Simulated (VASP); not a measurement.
These are MS2 meta-GGA, VASP's PBE PAW potentials (set 64) (plane waves; VASP) values and carry that method's errors.

VASP input:

**KPOINTS**
```
Regular mesh
0
Gamma
 10 10 10
```

**POSCAR**
```
SiC
1.0
  0.0000000000   2.1975349803   2.1975349803
  2.1975349803   0.0000000000   2.1975349803
  2.1975349803   2.1975349803   0.0000000000
Si C
1 1
Cart
  0.0000000000   0.0000000000   0.0000000000
  1.0987674901   1.0987674901   1.0987674901
```

INCAR:
```
ALGO = Normal   # blocked Davidson
LASPH = .True.   # aspherical one-centre terms
LREAL = .False.   # projection in real space or not
PREC = Accurate
ISMEAR = 0
ENCUT = 520
SYSTEM = SiC
NELM = 100
ISIF = 2   # forces and stress, cell fixed
METAGGA = MS2
LCHARG = .False.
SIGMA = 0.05
EDIFF = 1E-7   # SCF stop (eV)
LMIXTAU = .True.
LWAVE = .False.
```

POTCAR, in this order: Si C (PBE.64 set). Program: vasp_std.

The run wrote:

File OUTCAR:
```
 ion  position               nearest neighbor table
   1  0.000  0.000  0.000-   2 1.90   2 1.90   2 1.90   2 1.90
   2  0.250  0.250  0.250-   1 1.90   1 1.90   1 1.90   1 1.90
  LATTYP: Found a face centered cubic cell.
 ALAT       =     4.3950699606
 Subroutine PRICEL returns:
 Original cell was already a primitive cell.
 Subroutine GETGRP returns: Found 24 space group operations
The static configuration has the point symmetry T_d .
The dynamic configuration has the point symmetry T_d .
 Subroutine INISYM returns: Found 24 space group operations
 Subroutine IBZKPT returns following result:
 Found     47 irreducible k-points:

 Following reciprocal coordinates:
            Coordinates               Weight
  0.000000  0.000000  0.000000      1.000000
  0.100000  0.000000  0.000000      8.000000
  0.200000  0.000000  0.000000      8.000000
  0.300000  0.000000  0.000000      8.000000
  0.400000  0.000000  0.000000      8.000000
  0.500000  0.000000  0.000000      4.000000
  0.100000  0.100000  0.000000      6.000000
  0.200000  0.100000  0.000000     24.000000
  0.300000  0.100000  0.000000     24.000000
  0.400000  0.100000  0.000000     24.000000
  0.500000  0.100000  0.000000     24.000000
 -0.400000  0.100000  0.000000     24.000000
 -0.300000  0.100000  0.000000     24.000000
 -0.200000  0.100000  0.000000     24.000000
 -0.100000  0.100000  0.000000     12.000000
  0.200000  0.200000  0.000000      6.000000
  0.300000  0.200000  0.000000     24.000000
  0.400000  0.200000  0.000000     24.000000
  0.500000  0.200000  0.000000     24.000000
 -0.400000  0.200000  0.000000     24.000000
 -0.300000  0.200000  0.000000     24.000000
 -0.200000  0.200000  0.000000     12.000000
  0.300000  0.300000  0.000000      6.000000
  0.400000  0.300000  0.000000     24.000000
...
```

OSZICAR:
```
       N       E                     dE             d eps       ncg     rms          rms(c)
DAV:   1    -0.122196953746E+02   -0.12220E+02   -0.39484E+03   776   0.807E+02
DAV:   2    -0.314928764143E+02   -0.19273E+02   -0.18608E+02  1096   0.102E+02
DAV:   3    -0.317621623958E+02   -0.26929E+00   -0.26929E+00   904   0.152E+01
DAV:   4    -0.317626280551E+02   -0.46566E-03   -0.46566E-03  1128   0.641E-01
DAV:   5    -0.317626281857E+02   -0.13060E-06   -0.13060E-06   896   0.976E-03    0.106E+01
DAV:   6    -0.203592304522E+02    0.11403E+02   -0.86735E+00   984   0.183E+01    0.439E+00
DAV:   7    -0.209739989825E+02   -0.61477E+00   -0.68188E-01   752   0.933E+00    0.247E+00
DAV:   8    -0.211090755783E+02   -0.13508E+00   -0.12495E+00  1000   0.968E+00    0.102E+00
DAV:   9    -0.211133056449E+02   -0.42301E-02   -0.16214E-01   784   0.407E+00    0.486E-01
DAV:  10    -0.212611550659E+02   -0.14785E+00   -0.27075E-01   752   0.601E+00    0.183E-01
DAV:  11    -0.212644379450E+02   -0.32829E-02   -0.13263E-02   816   0.139E+00    0.164E-01
DAV:  12    -0.212680664351E+02   -0.36285E-02   -0.26783E-03   896   0.519E-01    0.808E-02
DAV:  13    -0.212686735103E+02   -0.60708E-03   -0.41825E-03   808   0.619E-01    0.422E-02
DAV:  14    -0.212690683022E+02   -0.39479E-03   -0.52167E-04   760   0.331E-01    0.517E-02
DAV:  15    -0.212690376445E+02    0.30658E-04   -0.50226E-05   912   0.877E-02    0.378E-02
DAV:  16    -0.212691150202E+02   -0.77376E-04   -0.12821E-04   792   0.102E-01    0.930E-03
DAV:  17    -0.212691125455E+02    0.24747E-05   -0.91457E-06  1104   0.317E-02    0.133E-02
DAV:  18    -0.212691143896E+02   -0.18442E-05   -0.13926E-06   840   0.131E-02    0.369E-03
DAV:  19    -0.212691155411E+02   -0.11515E-05   -0.31552E-07   784   0.784E-03    0.895E-04
DAV:  20    -0.212691167596E+02   -0.12185E-05   -0.26004E-07   776   0.486E-03    0.310E-04
DAV:  21    -0.212691164246E+02    0.33497E-06   -0.83085E-09   400   0.127E-03    0.254E-04
DAV:  22    -0.212691162886E+02    0.13598E-06   -0.33787E-09   400   0.719E-04    0.158E-04
DAV:  23    -0.212691162656E+02    0.23031E-07   -0.22949E-09   384   0.505E-04
   1 F= -.21269116E+02 E0= -.21269116E+02  d E =-.366820E-18
```

### OUTCAR
```
------------------------ aborting loop because EDIFF is reached ----------------------------------------
  FORCE on cell =-STRESS in cart. coord.  units (eV):
  Direction    XX          YY          ZZ          XY          YZ          ZX
  --------------------------------------------------------------------------------------
  Total       -0.8471335     -0.8471335     -0.8471335      0.0000000     -0.0000000      0.0000000
  in kB      -63.9477166    -63.9477166    -63.9477166      0.0000000     -0.0000000      0.0000000
  external PRESSURE =     -63.9477166 kB  Pullay stress =       0.0000000 kB
  volume of cell :       21.22
      direct lattice vectors                 reciprocal lattice vectors
     0.000000000  2.197534980  2.197534980    -0.227527664  0.227527664  0.227527664
     2.197534980  0.000000000  2.197534980     0.227527664 -0.227527664  0.227527664
     2.197534980  2.197534980  0.000000000     0.227527664  0.227527664 -0.227527664
  FREE ENERGIE OF THE ION-ELECTRON SYSTEM (eV)
  ---------------------------------------------------
  free  energy   TOTEN  =       -21.2691162656 eV

  energy  without entropy=      -21.2691162656  energy(sigma->0) =      -21.26911627
```
(Selected blocks of OUTCAR.)

The compound is SiC in the zinc blende structure. This cell is one point of a volume scan, at 1.03 of the reference volume.
